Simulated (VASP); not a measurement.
Calculation: PBEsol GGA, VASP's PBE PAW potentials (set 64) (plane waves; VASP 6.6.1).

Input for VASP

**POSCAR**
```
Hg4S3Se
1.0
  5.9507743830   0.0000000000   0.0000000000
  0.0000000000   5.9507743830   0.0000000000
  0.0000000000   0.0000000000   5.9507743830
Hg Se S
4 1 3
Cartesian
  5.9155731103   5.9155731103   5.9155731103
  3.0105884642   3.0105884642   5.9155731103
  3.0105884642   5.9155731103   3.0105884642
  5.9155731103   3.0105884642   3.0105884642
  1.4876935957   1.4876935957   1.4876935957
  4.4630807873   4.4630807873   1.4876935957
  4.4630807873   1.4876935957   4.4630807873
  1.4876935957   4.4630807873   4.4630807873
```

**KPOINTS**
```
Regular mesh
0
Gamma
 5 5 5
0 0 0
```

### INCAR
```
SIGMA = 0.1
ALGO = Normal   # blocked Davidson
ISMEAR = 1   # Methfessel-Paxton
PREC = Accurate
EDIFFG = -0.02   # ionic stop
LASPH = .TRUE.   # aspherical one-centre terms
LREAL = .FALSE.   # projection in real space or not
IBRION = 2   # conjugate gradients
ENCUT = 400
ISIF = 3
SYSTEM = Hg4S3Se
GGA = PS
NELM = 100   # most electronic steps
LCHARG = .FALSE.
LMAXMIX = 6   # l cut-off of mixed one-centre charges
LWAVE = .FALSE.
EDIFF = 1E-6   # SCF stop (eV)
NSW = 60
```

POTCAR, in this order: Hg Se S (PBE.64 set). Program: vasp_std.

What VASP printed:

**OSZICAR**
```
       N       E                     dE             d eps       ncg     rms          rms(c)
DAV:   1     0.471564972189E+03    0.47156E+03   -0.29762E+04   860   0.124E+03
DAV:   2     0.845269317579E+01   -0.46311E+03   -0.45316E+03   949   0.330E+02
DAV:   3    -0.216913478510E+02   -0.30144E+02   -0.29944E+02  1010   0.808E+01
DAV:   4    -0.221607991247E+02   -0.46945E+00   -0.46820E+00   983   0.101E+01
DAV:   5    -0.221686540680E+02   -0.78549E-02   -0.78525E-02   987   0.133E+00    0.196E+01
DAV:   6    -0.206291520710E+02    0.15395E+01   -0.38895E+00  1077   0.174E+01    0.147E+01
DAV:   7    -0.206483813276E+02   -0.19229E-01   -0.16957E+00   909   0.568E+00    0.532E+00
DAV:   8    -0.206171502474E+02    0.31231E-01   -0.31703E-01  1074   0.432E+00    0.820E-01
DAV:   9    -0.206138463880E+02    0.33039E-02   -0.39003E-02  1027   0.173E+00    0.208E-01
DAV:  10    -0.206138789327E+02   -0.32545E-04   -0.18674E-03   930   0.197E-01    0.134E-01
DAV:  11    -0.206138360905E+02    0.42842E-04   -0.24099E-04  1099   0.881E-02    0.787E-02
DAV:  12    -0.206138562685E+02   -0.20178E-04   -0.67884E-05   968   0.493E-02    0.207E-02
DAV:  13    -0.206138605793E+02   -0.43108E-05   -0.11486E-05  1014   0.212E-02    0.812E-03
DAV:  14    -0.206138611514E+02   -0.57215E-06   -0.20434E-06   528   0.104E-02
   1 F= -.20613861E+02 E0= -.20613990E+02  d E =-.206139E+02
```

### OUTCAR
```
------------------------ aborting loop because EDIFF is reached ----------------------------------------
  FORCE on cell =-STRESS in cart. coord.  units (eV):
  Direction    XX          YY          ZZ          XY          YZ          ZX
  --------------------------------------------------------------------------------------
  Total        0.0269543      0.0269543      0.0269543     -0.0000000     -0.0000000     -0.0000000
  in kB        0.2049362      0.2049362      0.2049362     -0.0000000     -0.0000000     -0.0000000
  external PRESSURE =       0.2049362 kB  Pullay stress =       0.0000000 kB
  volume of cell :      210.73
      direct lattice vectors                 reciprocal lattice vectors
     5.950774383  0.000000000  0.000000000     0.168045356  0.000000000  0.000000000
     0.000000000  5.950774383  0.000000000     0.000000000  0.168045356  0.000000000
     0.000000000  0.000000000  5.950774383     0.000000000  0.000000000  0.168045356
 POSITION                                       TOTAL-FORCE (eV/Angst)
 -----------------------------------------------------------------------------------
      5.91557      5.91557      5.91557        -0.011328     -0.011328     -0.011328
      3.01059      3.01059      5.91557         0.011328      0.011328     -0.011328
      3.01059      5.91557      3.01059         0.011328     -0.011328      0.011328
      5.91557      3.01059      3.01059        -0.011328      0.011328      0.011328
      1.48769      1.48769      1.48769         0.000000     -0.000000     -0.000000
      4.46308      4.46308      1.48769         0.000000     -0.000000     -0.000000
      4.46308      1.48769      4.46308         0.000000      0.000000     -0.000000
      1.48769      4.46308      4.46308         0.000000     -0.000000     -0.000000
 -----------------------------------------------------------------------------------
    total drift:                                0.000000      0.000000      0.000000
  FREE ENERGIE OF THE ION-ELECTRON SYSTEM (eV)
  ---------------------------------------------------
  free  energy   TOTEN  =       -20.6138611514 eV

  energy  without entropy=      -20.6142466624  energy(sigma->0) =      -20.61398966

 reached required accuracy - stopping structural energy minimisation
```
(Selected blocks of OUTCAR.)

The structure was generated: Hg4S3Se was put into an ordered model structure (P-43m), which need not be its known phase. It was relaxed first. The start is the result of an earlier pass.
